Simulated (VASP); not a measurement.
Computed with r2SCAN meta-GGA, VASP's PBE PAW potentials (set 64) (plane waves; VASP 6.6.1).

Input for VASP

KPOINTS:
```
Automatic mesh
0
Gamma
  7 7 5
0 0 0
```

### INCAR
```
SYSTEM = P
PREC = Accurate
ENCUT = 500
EDIFF = 1E-6
NELM = 100
ALGO = Normal
LREAL = .FALSE.
LASPH = .TRUE.
ISMEAR = 0
SIGMA = 0.05
METAGGA = R2SCAN
LMIXTAU = .TRUE.
LWAVE = .FALSE.
LCHARG = .FALSE.
IBRION = 2
ISIF = 3
NSW = 40
EDIFFG = -0.02
```

POSCAR:
```
P
1
    1.6515862975    -5.4917075093    -0.0000000000
    1.6515862975     5.4917075093     0.0000000000
    0.0000000000     0.0000000000     4.5265551974
P
4
Direct
  0.0953588025   0.9046411975   0.9115622116
  0.4046411975   0.5953588025   0.4115622116
  0.5953588025   0.4046411975   0.5884377884
  0.9046411975   0.0953588025   0.0884377884
```

POTCAR, in this order: P (PBE.64 set). Program: vasp_std.

What VASP printed:

### OUTCAR
```
 ion  position               nearest neighbor table
   1  0.095  0.905  0.912-   3 2.21   3 2.21   4 2.24
   2  0.405  0.595  0.412-   4 2.21   4 2.21   3 2.24
   3  0.595  0.405  0.588-   1 2.21   1 2.21   2 2.24
   4  0.905  0.095  0.088-   2 2.21   2 2.21   1 2.24
  LATTYP: Found a base centered orthorhombic cell.
 ALAT       =     3.3031725950
 B/A-ratio  =     3.3251108450
 C/A-ratio  =     1.3703659337
 Subroutine PRICEL returns:
 Original cell was already a primitive cell.
 Subroutine GETGRP returns: Found  8 space group operations
The static configuration has the point symmetry C_2h.
 The point group associated with its full space group is D_2h.
The dynamic configuration has the point symmetry C_2h.
 Subroutine INISYM returns: Found  8 space group operations
 Subroutine IBZKPT returns following result:
 Found     48 irreducible k-points:

 Following reciprocal coordinates:
            Coordinates               Weight
  0.000000  0.000000  0.000000      1.000000
  0.142857  0.000000  0.000000      4.000000
  0.285714  0.000000  0.000000      4.000000
  0.428571  0.000000  0.000000      4.000000
  0.142857  0.142857  0.000000      2.000000
  0.285714  0.142857  0.000000      4.000000
  0.428571  0.142857  0.000000      4.000000
 -0.428571  0.142857  0.000000      4.000000
 -0.285714  0.142857  0.000000      4.000000
 -0.142857  0.142857  0.000000      2.000000
  0.285714  0.285714  0.000000      2.000000
  0.428571  0.285714  0.000000      4.000000
 -0.428571  0.285714  0.000000      4.000000
 -0.285714  0.285714  0.000000      2.000000
  0.428571  0.428571  0.000000      2.000000
 -0.428571  0.428571  0.000000      2.000000
  0.000000  0.000000  0.200000      2.000000
  0.142857  0.000000  0.200000      8.000000
  0.285714  0.000000  0.200000      8.000000
  0.428571  0.000000  0.200000      8.000000
  0.142857  0.142857  0.200000      4.000000
  0.285714  0.142857  0.200000      8.000000
  0.428571  0.142857  0.200000      8.000000
 -0.428571  0.142857  0.200000      8.000000
 -0.285714  0.142857  0.200000      8.000000
 -0.142857  0.142857  0.200000      4.000000
  0.285714  0.285714  0.200000      4.000000
  0.428571  0.285714  0.200000      8.000000
 -0.428571  0.285714  0.200000      8.000000
 -0.285714  0.285714  0.200000      4.000000
  0.428571  0.428571  0.200000      4.000000
 -0.428571  0.428571  0.200000      4.000000
  0.000000  0.000000  0.400000      2.000000
  0.142857  0.000000  0.400000      8.000000
  0.285714  0.000000  0.400000      8.000000
  0.428571  0.000000  0.400000      8.000000
  0.142857  0.142857  0.400000      4.000000
  0.285714  0.142857  0.400000      8.000000
  0.428571  0.142857  0.400000      8.000000
 -0.428571  0.142857  0.400000      8.000000
   k-points           NKPTS =     48   k-points in BZ     NKDIM =     48   number of bands    NBANDS=     14
   number of dos      NEDOS =    301   number of ions     NIONS =      4
   total plane-waves  NPLWV =  63504
   dimension x,y,z NGX =    42 NGY =   42 NGZ =   36
   dimension x,y,z NGXF=    84 NGYF=   84 NGZF=   72
   ions per type =               4
   PREC   = accura    normal or accurate (medium, high low for compatibility)
   ISTART =      0    job   : 0-new  1-cont  2-samecut
   ICHARG =      2    charge: 1-file 2-atom 10-const
   ISPIN  =      1    spin polarized calculation?
   LNONCOLLINEAR =      F non collinear calculations
   LSORBIT =      F    spin-orbit coupling
   INIWAV =      1    electr: 0-lowe 1-rand  2-diag
   ENCUT  =  500.0 eV  36.75 Ry    6.06 a.u.  10.46 10.46  8.25*2*pi/ulx,y,z
...
```

**OSZICAR**
```
       N       E                     dE             d eps       ncg     rms          rms(c)
DAV:   1     0.513496649125E+02    0.51350E+02   -0.84964E+03  1344   0.120E+03
DAV:   2    -0.351041076189E+02   -0.86454E+02   -0.83718E+02  1682   0.182E+02
DAV:   3    -0.396834562285E+02   -0.45793E+01   -0.45554E+01  1860   0.452E+01
DAV:   4    -0.397442930808E+02   -0.60837E-01   -0.60778E-01  1670   0.612E+00
DAV:   5    -0.397458291650E+02   -0.15361E-02   -0.15357E-02  1904   0.885E-01    0.115E+01
DAV:   6    -0.364905708643E+02    0.32553E+01   -0.31320E-01  1536   0.507E+00    0.762E+00
DAV:   7    -0.348290427578E+02    0.16615E+01   -0.58806E-01  1494   0.605E+00    0.117E+00
DAV:   8    -0.357367534138E+02   -0.90771E+00   -0.29053E-01  1464   0.457E+00    0.292E-01
DAV:   9    -0.359059377754E+02   -0.16918E+00   -0.10368E-01  1524   0.331E+00    0.146E-01
DAV:  10    -0.358601163334E+02    0.45821E-01   -0.29800E-02  1476   0.173E+00    0.161E-01
DAV:  11    -0.359021858595E+02   -0.42070E-01   -0.99577E-03  1434   0.103E+00    0.119E-01
DAV:  12    -0.359139683127E+02   -0.11782E-01   -0.14728E-02  1386   0.124E+00    0.644E-02
DAV:  13    -0.359162507401E+02   -0.22824E-02   -0.94925E-04  1668   0.285E-01    0.414E-02
DAV:  14    -0.359163285343E+02   -0.77794E-04   -0.23190E-05  1842   0.473E-02    0.353E-02
DAV:  15    -0.359163484980E+02   -0.19964E-04   -0.12856E-05  1686   0.387E-02    0.218E-02
DAV:  16    -0.359169141171E+02   -0.56562E-03   -0.40621E-04  1386   0.198E-01    0.566E-03
DAV:  17    -0.359169251868E+02   -0.11070E-04   -0.17495E-05  1680   0.354E-02    0.656E-03
DAV:  18    -0.359169234024E+02    0.17844E-05   -0.96389E-07  1014   0.105E-02    0.405E-03
DAV:  19    -0.359169238377E+02   -0.43530E-06   -0.23979E-06  1172   0.137E-02
   1 F= -.35916924E+02 E0= -.35916924E+02  d E =-.359169E+02
       N       E                     dE             d eps       ncg     rms          rms(c)
DAV:   1    -0.359171583203E+02   -0.23492E-03   -0.73682E-03  1392   0.502E-01    0.624E-02
DAV:   2    -0.359171131859E+02    0.45134E-04   -0.32727E-04  1782   0.138E-01    0.264E-02
DAV:   3    -0.359171011977E+02    0.11988E-04   -0.68668E-05  1656   0.580E-02    0.140E-02
DAV:   4    -0.359171027530E+02   -0.15554E-05   -0.18400E-05  1686   0.301E-02    0.510E-03
DAV:   5    -0.359171026442E+02    0.10885E-06   -0.53147E-06  1458   0.237E-02
   2 F= -.35917103E+02 E0= -.35917103E+02  d E =-.178807E-03
```

### OUTCAR
```
------------------------ aborting loop because EDIFF is reached ----------------------------------------
  FORCE on cell =-STRESS in cart. coord.  units (eV):
  Direction    XX          YY          ZZ          XY          YZ          ZX
  --------------------------------------------------------------------------------------
  Total        0.0063309     -0.0054574      0.0567514      0.0000000      0.0000000      0.0000000
  in kB        0.1235572     -0.1065109      1.1075970      0.0000000      0.0000000      0.0000000
  external PRESSURE =       0.3748811 kB  Pullay stress =       0.0000000 kB
  volume of cell :       82.09
      direct lattice vectors                 reciprocal lattice vectors
     1.649196406 -5.492035530 -0.000000000     0.303177959 -0.091040926  0.000000000
     1.649196406  5.492035530  0.000000000     0.303177959  0.091040926  0.000000000
     0.000000000  0.000000000  4.531786709     0.000000000 -0.000000000  0.220663518
 POSITION                                       TOTAL-FORCE (eV/Angst)
 -----------------------------------------------------------------------------------
      1.64920      4.44458      4.13098         0.000000      0.001811     -0.009391
      1.64920      1.04746      1.86508         0.000000     -0.001811     -0.009391
      1.64920     -1.04746      2.66670         0.000000      0.001811      0.009391
      1.64920     -4.44458      0.40081         0.000000     -0.001811      0.009391
 -----------------------------------------------------------------------------------
    total drift:                                0.000000      0.000000      0.000000
  FREE ENERGIE OF THE ION-ELECTRON SYSTEM (eV)
  ---------------------------------------------------
  free  energy   TOTEN  =       -35.9171026442 eV

  energy  without entropy=      -35.9171026442  energy(sigma->0) =      -35.91710264

 reached required accuracy - stopping structural energy minimisation
```
(Selected blocks of OUTCAR.)

**CONTCAR**
```
P
   1.00000000000000
     1.6491964056024297   -5.4920355296427976   -0.0000000000000000
     1.6491964056024297    5.4920355296427976    0.0000000000000000
     0.0000000000000000    0.0000000000000000    4.5317867092405111
  P
     4
Direct
     0.0953613852050409    0.9046386147949591    0.9115561647215710
     0.4046386147949591    0.5953613852050409    0.4115561647215709
     0.5953613852050409    0.4046386147949591    0.5884438352784290
     0.9046386147949591    0.0953613852050409    0.0884438352784291
```

The compound is P in the black structure. This run relaxes it. Symmetry was kept, so distortions that lower it aren't found.
